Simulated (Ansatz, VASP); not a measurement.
**ZrSeS in two plane-wave programs**

One calculation is typed for both programs; each brings its own data sets. How far apart do they land? The cell is taken from a series of runs on this material, whose earlier steps may have relaxed, scaled, displaced or heated it; both programs get it as it stands.

Main program and level: Ansatz 0.2.0; plane waves, with VASP 6.6.1 beside it; zone-centre phonons at LDA.

### Step 1. Set-up

The structure is trigonal, space group P3m1 (No. 156). Conventional cell: a = 3.645 Å, b = 3.645 Å, c = 5.817 Å, α = 90.00°, β = 90.00°, γ = 120.00°. Zr has 3 S at 2.53 Å and 3 Se at 2.66 Å nearest. Nearest to Se lie 3 Zr at 2.66 Å. Nearest to S lie 3 Zr at 2.53 Å. Farther neighbours and most contacts between anions are not listed.

### Step 2. VASP: zone-centre phonons, LDA

Second derivatives magnify differences that forces hide, and they need a tight electronic threshold.

Lines of VASP's logs that name or quote its potential files are left out, and so is its time.

INCAR

```
SYSTEM = ZrSeS
PREC = Accurate
ENCUT = 500
EDIFF = 1E-08
NELM = 120
ISMEAR = -1
SIGMA = 0.1
LREAL = .FALSE.
ALGO = Normal
GGA = CA
NELECT = 24.03
NBANDS = 18
LASPH = .TRUE.
LORBIT = 11
LWAVE = .FALSE.
LCHARG = .FALSE.
ISIF = 2
IBRION = 8
GGA_COMPAT = .FALSE.
KPAR = 2
```

POSCAR

```
ZrSeS
1.0
    3.6454735525      0.0000000000      0.0000000000
   -1.8227367762      3.1570727053      0.0000000000
    0.0000000000      0.0000000000      5.8171555965
Zr Se S
1 1 1
Direct
    0.0000000000      0.0000000000      0.0133424994
    0.6666666667      0.3333333333      0.7329348125
    0.3333333333      0.6666666667      0.2537226881
```

KPOINTS

```
Automatic mesh
0
Gamma
12 12 6
0 0 0
```

The projector-augmented-wave data sets are Zr_sv, Se and S (LDA family, release 64).

Command:

```
mpirun -np 2 vasp_std
```

Numbers of over 12 decimals in the logs are rounded to 6 here.

What it wrote:

```text
[banner, memory and clock lines left out]
running    2 mpi-ranks, on    1 nodes
 distrk:  each k-point on    1 cores,    2 groups
 distr:  one band on    1 cores,    1 groups

 POSCAR found type information on POSCAR ZrSeS
 POSCAR found :  3 types and       3 ions
 LDA part: xc-table for (Slater(with rela. corr.)+CA(PZ))
 , standard interpolation
 POSCAR, INCAR and KPOINTS ok, starting setup
 FFT: planning ... GRIDC
 FFT: planning ... GRID_SOFT
 FFT: planning ... GRID
 WAVECAR not read
 entering main loop
       N       E                     dE             d eps       ncg     rms          rms(c)
DAV:   1     0.157576604570E+03    0.15758E+03   -0.11723E+04  3600   0.120E+03
DAV:   2    -0.146008665554E+02   -0.17218E+03   -0.16892E+03  4642   0.285E+02
DAV:   3    -0.238645380934E+02   -0.92637E+01   -0.92208E+01  6046   0.594E+01
DAV:   4    -0.240394120177E+02   -0.17487E+00   -0.17468E+00  4942   0.765E+00
DAV:   5    -0.240438845748E+02   -0.44726E-02   -0.44713E-02  5478   0.101E+00BRMIX: very serious problems
 the old and the new charge density differ
 old charge density:    24.00000 new   24.03000
BRMIX: very serious problems
 the old and the new charge density differ
 old charge density:    24.00000 new   24.03000
    0.162E+01
DAV:   6    -0.224596305047E+02    0.15843E+01   -0.56216E+00  4050   0.132E+01    0.730E+00
DAV:   7    -0.223738191483E+02    0.85811E-01   -0.51258E-01  4496   0.405E+00    0.346E+00
DAV:   8    -0.223663571746E+02    0.74620E-02   -0.94910E-02  4826   0.172E+00    0.648E-01
DAV:   9    -0.223647839721E+02    0.15732E-02   -0.11533E-02  4152   0.771E-01    0.354E-01
DAV:  10    -0.223648568599E+02   -0.72888E-04   -0.13210E-03  4806   0.267E-01    0.201E-01
DAV:  11    -0.223648164632E+02    0.40397E-04   -0.72002E-05  4448   0.635E-02    0.441E-02
DAV:  12    -0.223648174701E+02   -0.10069E-05   -0.18684E-05  5048   0.343E-02    0.131E-02
DAV:  13    -0.223648172530E+02    0.21713E-06   -0.14354E-06  4490   0.962E-03    0.615E-03
DAV:  14    -0.223648172677E+02   -0.14659E-07   -0.13669E-07  5040   0.215E-03    0.179E-03
DAV:  15    -0.223648172687E+02   -0.10880E-08   -0.23643E-08  3292   0.117E-03
   1 F= -.22364817E+02 E0= -.22359632E+02  d E =-.103715E-01
 Linear response reoptimize wavefunctions to high precision
DAV:   1    -0.223648172702E+02   -0.14477E-08   -0.27935E-09  3398   0.467E-04
DAV:   2    -0.223648172703E+02   -0.62983E-10   -0.34474E-10  2304   0.141E-04
 Linear response DOF=           6
 Linear response progress:
  Degree of freedom:   1/  6
       N       E                     dE             d eps       ncg     rms          rms(c)
RMM:   1    -0.708825674753E+00   -0.70883E+00    0.30263E+00 17168   0.149E+01
RMM:   2    -0.654525695752E+00    0.54300E-01   -0.22098E-01 24956   0.293E+00    0.215E-01
RMM:   3    -0.656723593064E+00   -0.21979E-02   -0.39671E-02 29573   0.902E-01    0.884E-02
RMM:   4    -0.659055773589E+00   -0.23322E-02   -0.79489E-03 37968   0.310E-01    0.546E-02
RMM:   5    -0.659457490922E+00   -0.40172E-03   -0.52430E-04 39204   0.974E-02    0.207E-02
RMM:   6    -0.659436537624E+00    0.20953E-04   -0.10323E-04 40784   0.444E-02    0.240E-03
RMM:   7    -0.659396540394E+00    0.39997E-04   -0.28768E-05 40991   0.220E-02    0.167E-03
RMM:   8    -0.659401909605E+00   -0.53692E-05   -0.97374E-06 42171   0.130E-02    0.856E-04
RMM:   9    -0.659409402101E+00   -0.74925E-05   -0.39174E-06 42438   0.841E-03    0.140E-04
RMM:  10    -0.659411928214E+00   -0.25261E-05   -0.15989E-06 43062   0.586E-03    0.108E-04
RMM:  11    -0.659412098349E+00   -0.17014E-06   -0.80495E-08 43500   0.442E-03    0.175E-04
RMM:  12    -0.659411284951E+00    0.81340E-06    0.68884E-07 42400   0.348E-03    0.230E-04
RMM:  13    -0.659411090236E+00    0.19471E-06    0.11531E-06 42028   0.283E-03    0.314E-04
RMM:  14    -0.659410516204E+00    0.57403E-06    0.14140E-06 41080   0.238E-03    0.408E-04
RMM:  15    -0.659410534126E+00   -0.17922E-07    0.15037E-06 41752   0.199E-03    0.478E-04
RMM:  16    -0.659410864143E+00   -0.33002E-06    0.15228E-06 42060   0.167E-03    0.487E-04
RMM:  17    -0.659410832335E+00    0.31808E-07    0.15209E-06 40692   0.143E-03    0.499E-04
RMM:  18    -0.659410975712E+00   -0.14338E-06    0.15104E-06 41804   0.123E-03    0.511E-04
 first order change of Fermi-energy  -0.96480E-04
 force on displaced ion       1 direction 1 :  -4.102   0.001  -0.001
 Linear response progress:
  Degree of freedom:   2/  6
       N       E                     dE             d eps       ncg     rms          rms(c)
RMM:   1    -0.787147547560E+00   -0.78715E+00    0.32805E+00  4005   0.152E+01
RMM:   2    -0.734438395226E+00    0.52709E-01   -0.21649E-01  5721   0.284E+00    0.230E-01
RMM:   3    -0.736803354257E+00   -0.23650E-02   -0.46310E-02  6942   0.884E-01    0.106E-01
RMM:   4    -0.739906225146E+00   -0.31029E-02   -0.11271E-02  8575   0.301E-01    0.857E-02
RMM:   5    -0.740224412549E+00   -0.31819E-03   -0.25940E-04  8562   0.707E-02    0.476E-02
RMM:   6    -0.740300907033E+00   -0.76494E-04   -0.54445E-05  8454   0.373E-02    0.531E-03
RMM:   7    -0.740270589214E+00    0.30318E-04   -0.19610E-05  8960   0.170E-02    0.261E-03
RMM:   8    -0.740242083778E+00    0.28505E-04   -0.10990E-05  9423   0.104E-02    0.117E-03
RMM:   9    -0.740252471283E+00   -0.10388E-04   -0.44505E-06  9099   0.561E-03    0.339E-04
[...]
Linear response progress:
  Degree of freedom:   3/  6
       N       E                     dE             d eps       ncg     rms          rms(c)
RMM:   1    -0.860602539070E-01   -0.86060E-01   -0.27016E-02 40142   0.127E+00
RMM:   2    -0.796030297018E-01    0.64572E-02   -0.65451E-03 30875   0.366E-01    0.931E-02
RMM:   3    -0.799770057279E-01   -0.37398E-03   -0.11200E-03 34256   0.124E-01    0.535E-02
RMM:   4    -0.803982210561E-01   -0.42122E-03   -0.27294E-04 32741   0.736E-02    0.100E-02
RMM:   5    -0.803758368918E-01    0.22384E-04   -0.79583E-05 36522   0.295E-02    0.571E-03
RMM:   6    -0.803993144846E-01   -0.23478E-04   -0.16663E-05 39261   0.126E-02    0.251E-03
RMM:   7    -0.804014756600E-01   -0.21612E-05   -0.19427E-06 40332   0.542E-03    0.137E-03
RMM:   8    -0.804058653097E-01   -0.43896E-05   -0.69084E-06 39547   0.288E-03    0.352E-04
RMM:   9    -0.804068034306E-01   -0.93812E-06    0.21634E-06 41496   0.137E-03    0.177E-04
RMM:  10    -0.804074519790E-01   -0.64855E-06   -0.20526E-06 40634   0.709E-04    0.242E-05
RMM:  11    -0.804074232230E-01    0.28756E-07    0.63446E-07 42383   0.364E-04    0.300E-05
RMM:  12    -0.804074880550E-01   -0.64832E-07   -0.76441E-07 41288   0.200E-04    0.176E-05
RMM:  13    -0.804074792746E-01    0.87803E-08    0.77875E-08 42261   0.113E-04    0.689E-06
 first order change of Fermi-energy   0.37562E-04
 force on displaced ion       2 direction 1 :  -3.755  -0.001  -0.000
 Linear response progress:
  Degree of freedom:   4/  6
       N       E                     dE             d eps       ncg     rms          rms(c)
RMM:   1    -0.108331552616E+00   -0.10833E+00   -0.20336E-02  9090   0.130E+00
RMM:   2    -0.100112059716E+00    0.82195E-02   -0.52627E-03  7011   0.364E-01    0.174E-01
RMM:   3    -0.100291786674E+00   -0.17973E-03   -0.78364E-04  7477   0.122E-01    0.114E-01
RMM:   4    -0.100458776703E+00   -0.16699E-03   -0.21420E-04  7821   0.591E-02    0.415E-02
RMM:   5    -0.100541964043E+00   -0.83187E-04   -0.57545E-05  8160   0.308E-02    0.943E-03
RMM:   6    -0.100536539976E+00    0.54241E-05   -0.14618E-05  8542   0.135E-02    0.438E-03
RMM:   7    -0.100530865056E+00    0.56749E-05   -0.41196E-06  8352   0.727E-03    0.115E-03
RMM:   8    -0.100531144332E+00   -0.27928E-06   -0.50145E-06  8802   0.316E-03    0.561E-04
RMM:   9    -0.100532118996E+00   -0.97466E-06   -0.15191E-07  8728   0.155E-03    0.195E-04
RMM:  10    -0.100532516864E+00   -0.39787E-06    0.12603E-07  9096   0.764E-04    0.120E-04
RMM:  11    -0.100532470228E+00    0.46636E-07   -0.19919E-07  8842   0.366E-04    0.506E-05
RMM:  12    -0.100532506242E+00   -0.36014E-07    0.10308E-07  9039   0.197E-04    0.350E-05
RMM:  13    -0.100532535722E+00   -0.29480E-07   -0.14832E-07  8908   0.113E-04    0.494E-06
RMM:  14    -0.100532546322E+00   -0.10600E-07    0.21520E-08  9319   0.634E-05    0.292E-06
RMM:  15    -0.100532553911E+00   -0.75893E-08   -0.56401E-08  8998   0.424E-05    0.162E-06
 first order change of Fermi-energy   0.12622E+00
 force on displaced ion       2 direction 3 :   0.000  -0.000  -9.780
 Linear response progress:
  Degree of freedom:   5/  6
       N       E                     dE             d eps       ncg     rms          rms(c)
RMM:   1    -0.117626255550E+00   -0.11763E+00   -0.13022E-01 40946   0.177E+00
RMM:   2    -0.103421906327E+00    0.14204E-01   -0.10665E-02 30683   0.532E-01    0.142E-01
RMM:   3    -0.103923468016E+00   -0.50156E-03   -0.11917E-03 32523   0.180E-01    0.692E-02
RMM:   4    -0.104470835348E+00   -0.54737E-03   -0.41537E-04 32689   0.909E-02    0.191E-02
RMM:   5    -0.104492313502E+00   -0.21478E-04   -0.11080E-04 37778   0.356E-02    0.128E-02
RMM:   6    -0.104496584046E+00   -0.42705E-05   -0.19192E-05 38595   0.145E-02    0.413E-03
RMM:   7    -0.104504802835E+00   -0.82188E-05   -0.13426E-05 38896   0.638E-03    0.206E-03
RMM:   8    -0.104511655918E+00   -0.68531E-05   -0.13275E-06 39976   0.327E-03    0.570E-04
RMM:   9    -0.104508552713E+00    0.31032E-05   -0.17498E-06 41017   0.150E-03    0.272E-04
RMM:  10    -0.104509887321E+00   -0.13346E-05   -0.69934E-06 40561   0.801E-04    0.972E-05
RMM:  11    -0.104510038985E+00   -0.15166E-06    0.57982E-07 42395   0.408E-04    0.516E-05
RMM:  12    -0.104510070040E+00   -0.31055E-07   -0.15136E-06 41202   0.207E-04    0.164E-05
RMM:  13    -0.104510095845E+00   -0.25805E-07   -0.22267E-07 42521   0.115E-04    0.683E-06
RMM:  14    -0.104510128381E+00   -0.32536E-07   -0.37112E-07 41046   0.705E-05    0.391E-06
RMM:  15    -0.104510124624E+00    0.37565E-08   -0.63148E-08 41721   0.481E-05    0.214E-06
 first order change of Fermi-energy   0.28294E-04
 force on displaced ion       3 direction 1 :  -5.090   0.000   0.001
 Linear response progress:
  Degree of freedom:   6/  6
       N       E                     dE             d eps       ncg     rms          rms(c)
RMM:   1    -0.136394872098E+00   -0.13639E+00   -0.11570E-01  9103   0.175E+00
RMM:   2    -0.122124692348E+00    0.14270E-01   -0.10645E-02  6892   0.520E-01    0.242E-01
RMM:   3    -0.122422755480E+00   -0.29806E-03   -0.11675E-03  6883   0.175E-01    0.145E-01
RMM:   4    -0.122666927679E+00   -0.24417E-03   -0.25340E-04  7561   0.686E-02    0.631E-02
RMM:   5    -0.122828998610E+00   -0.16207E-03   -0.67940E-05  7931   0.355E-02    0.135E-02
RMM:   6    -0.122800559984E+00    0.28439E-04   -0.20265E-05  8370   0.156E-02    0.596E-03
RMM:   7    -0.122792091080E+00    0.84689E-05   -0.68145E-06  8434   0.767E-03    0.244E-03
RMM:   8    -0.122794637809E+00   -0.25467E-05   -0.11079E-05  8663   0.353E-03    0.923E-04
RMM:   9    -0.122796881903E+00   -0.22441E-05   -0.49097E-06  8558   0.182E-03    0.193E-04
RMM:  10    -0.122797173949E+00   -0.29205E-06   -0.56834E-07  9113   0.841E-04    0.115E-04
RMM:  11    -0.122797161119E+00    0.12830E-07   -0.13030E-06  8919   0.405E-04    0.343E-05
RMM:  12    -0.122797120371E+00    0.40748E-07   -0.58604E-07  9125   0.214E-04    0.112E-05
RMM:  13    -0.122797117531E+00    0.28402E-08   -0.55882E-07  8958   0.121E-04    0.147E-05
RMM:  14    -0.122797141906E+00   -0.24375E-07   -0.13084E-07  8905   0.752E-05    0.673E-06
RMM:  15    -0.122797151296E+00   -0.93904E-08   -0.14202E-07  9195   0.516E-05    0.518E-06
RMM:  16    -0.122797154808E+00   -0.35123E-08   -0.74015E-08  8598   0.408E-05    0.220E-06
 first order change of Fermi-energy  -0.86436E+00
 force on displaced ion       3 direction 3 :  -0.000  -0.000  -8.993
 Linear response finished
```

From OUTCAR (step 2):

```text
NELECT = 24.03

 ion  position               nearest neighbor table
   1  0.000  0.000  0.013-   3 2.53   3 2.53   3 2.53   2 2.66   2 2.66   2 2.66
   2  0.667  0.333  0.733-   1 2.66   1 2.66   1 2.66
   3  0.333  0.667  0.254-   1 2.53   1 2.53   1 2.53

  LATTYP: Found a hexagonal cell.
 ALAT       =     3.6454735525
 C/A-ratio  =     1.5957201479

 Subroutine GETGRP returns: Found  6 space group operations
 (whereof  6 operations were pure point group operations)

The static configuration has the point symmetry C_3v.

 Found    100 irreducible k-points:

   k-points           NKPTS =    100   k-points in BZ     NKDIM =    100   number of bands    NBANDS=     18

   dimension x,y,z NGX =    28 NGY =   28 NGZ =   42
   dimension x,y,z NGXF=    56 NGYF=   56 NGZF=   84

   ENCUT  =  500.0 eV  36.75 Ry    6.06 a.u.   6.65  6.65 10.61*2*pi/ulx,y,z

 k-points in reciprocal lattice and weights: Automatic mesh
   0.00000000  0.00000000  0.00000000       0.001
   0.08333333  0.00000000  0.00000000       0.007
   0.16666667  0.00000000  0.00000000       0.007
   0.25000000 -0.00000000  0.00000000       0.007
   0.33333333  0.00000000  0.00000000       0.007
   0.41666667  0.00000000  0.00000000       0.007
   0.50000000 -0.00000000  0.00000000       0.003
   0.08333333  0.08333333  0.00000000       0.007
   0.16666667  0.08333333  0.00000000       0.014
[...]
0.33333333  0.25000000  0.50000000       0.014
   0.33333333  0.33333333  0.50000000       0.002

 average (electrostatic) potential at core
       1 -78.3892       2 -58.2586       3 -86.1748

  Total        0.3176135      0.3176135      0.4846482      0.0000000      0.0000000     -0.0000000
  in kB        7.6008168      7.6008168     11.5981309      0.0000000      0.0000000     -0.0000000
  external PRESSURE =       8.9332548 kB  Pullay stress =       0.0000000 kB

  energy-cutoff  :      500.00
  volume of cell :       66.95
      direct lattice vectors                 reciprocal lattice vectors
     3.645473552  0.000000000  0.000000000     0.274312784  0.158374560  0.000000000
    -1.822736776  3.157072705  0.000000000     0.000000000  0.316749120  0.000000000
     0.000000000  0.000000000  5.817155597     0.000000000  0.000000000  0.171905321

 POSITION                                       TOTAL-FORCE (eV/Angst)
 -----------------------------------------------------------------------------------
      0.00000      0.00000      0.07762         0.000000     -0.000000     -0.007279
      1.82274      1.05236      4.26360         0.000000      0.000000     -0.047022
     -0.00000      2.10472      1.47594        -0.000000     -0.000000      0.054301
 -----------------------------------------------------------------------------------
    total drift:                                0.000000     -0.000000     -0.000018

 Eigenvectors and eigenvalues of the dynamical matrix
 ----------------------------------------------------

   1 f  =    9.388112 THz    58.987246 2PiTHz  313.153702 cm-1    38.826093 meV
             X         Y         Z           dx          dy          dz
      0.000000  0.000000  0.077615    -0.000000    0.000000   -0.548244
      1.822737  1.052358  4.263596    -0.000000    0.000000    0.057505
     -0.000000  2.104715  1.475944     0.000000   -0.000000    0.834339

   2 f  =    7.032844 THz    44.188660 2PiTHz  234.590414 cm-1    29.085491 meV
             X         Y         Z           dx          dy          dz
      0.000000  0.000000  0.077615    -0.000000    0.000000   -0.498513
      1.822737  1.052358  4.263596    -0.000000    0.000000    0.778554
     -0.000000  2.104715  1.475944     0.000000   -0.000000   -0.381232

   3 f  =    6.797837 THz    42.712071 2PiTHz  226.751442 cm-1    28.113583 meV
             X         Y         Z           dx          dy          dz
      0.000000  0.000000  0.077615     0.177452    0.219421   -0.000000
      1.822737  1.052358  4.263596     0.178846    0.221144   -0.000000
     -0.000000  2.104715  1.475944    -0.576146   -0.712411   -0.000000

   4 f  =    6.797837 THz    42.712071 2PiTHz  226.751442 cm-1    28.113583 meV
             X         Y         Z           dx          dy          dz
      0.000000  0.000000  0.077615    -0.219421    0.177452    0.000000
      1.822737  1.052358  4.263596    -0.221144    0.178846   -0.000000
     -0.000000  2.104715  1.475944     0.712411   -0.576146    0.000000

   5 f  =    3.898217 THz    24.493221 2PiTHz  130.030527 cm-1    16.121723 meV
             X         Y         Z           dx          dy          dz
      0.000000  0.000000  0.077615    -0.436140   -0.539293   -0.000000
      1.822737  1.052358  4.263596     0.452947    0.560076    0.000000
     -0.000000  2.104715  1.475944     0.006272    0.007756   -0.000000

   6 f  =    3.898217 THz    24.493221 2PiTHz  130.030527 cm-1    16.121723 meV
             X         Y         Z           dx          dy          dz
      0.000000  0.000000  0.077615    -0.539293    0.436140    0.000000
      1.822737  1.052358  4.263596     0.560076   -0.452947   -0.000000
     -0.000000  2.104715  1.475944     0.007756   -0.006272    0.000000

   7 f/i=    0.001096 THz     0.006886 2PiTHz    0.036555 cm-1     0.004532 meV
             X         Y         Z           dx          dy          dz
      0.000000  0.000000  0.077615    -0.000000   -0.000000   -0.671501
      1.822737  1.052358  4.263596    -0.000000   -0.000000   -0.624937
     -0.000000  2.104715  1.475944    -0.000000   -0.000000   -0.398171

   8 f/i=    0.048714 THz     0.306081 2PiTHz    1.624934 cm-1     0.201466 meV
             X         Y         Z           dx          dy          dz
      0.000000  0.000000  0.077615    -0.536335    0.389429   -0.000000
      1.822737  1.052358  4.263596    -0.511945    0.371720   -0.000000
     -0.000000  2.104715  1.475944    -0.324107    0.235332   -0.000000

   9 f/i=    0.048714 THz     0.306081 2PiTHz    1.624934 cm-1     0.201466 meV
             X         Y         Z           dx          dy          dz
      0.000000  0.000000  0.077615     0.389429    0.536335   -0.000000
      1.822737  1.052358  4.263596     0.371720    0.511945   -0.000000
     -0.000000  2.104715  1.475944     0.235332    0.324107   -0.000000

 ELASTIC MODULI CONTR FROM IONIC RELAXATION (kBar)
 Direction    XX          YY          ZZ          XY          YZ          ZX
 --------------------------------------------------------------------------------
 XX        -511.1342   -291.3474   -615.2728     -0.0000    276.5546      0.0000
 YY        -291.3474   -511.1342   -615.2728     -0.0000   -276.5546     -0.0000
 ZZ        -615.2728   -615.2728   -961.4791     -0.0000     -0.0000      0.0000
 XY          -0.0000     -0.0000     -0.0000   -109.8934     -0.0000    251.1720
 YZ         276.5546   -276.5546     -0.0000     -0.0000   -721.8228     -0.0000
 ZX           0.0000     -0.0000      0.0000    251.1720     -0.0000   -591.1275
 --------------------------------------------------------------------------------
```

The cell is charged against a uniform background.

(Continued in part 2 of 2.)

[Lines on the potential files, build, host, timing and source positions are cut from VASP's logs without a mark.]

[Logs are printed without paths, hosts, clocks, repeated set-up lines and the standing remarks that a program may print on its own settings, such as how far it seeks lower states.]

[Hosts, paths, dates, database ids (printed as entryN), source tags and the programs' standing remarks are cut or masked in the printed files.]
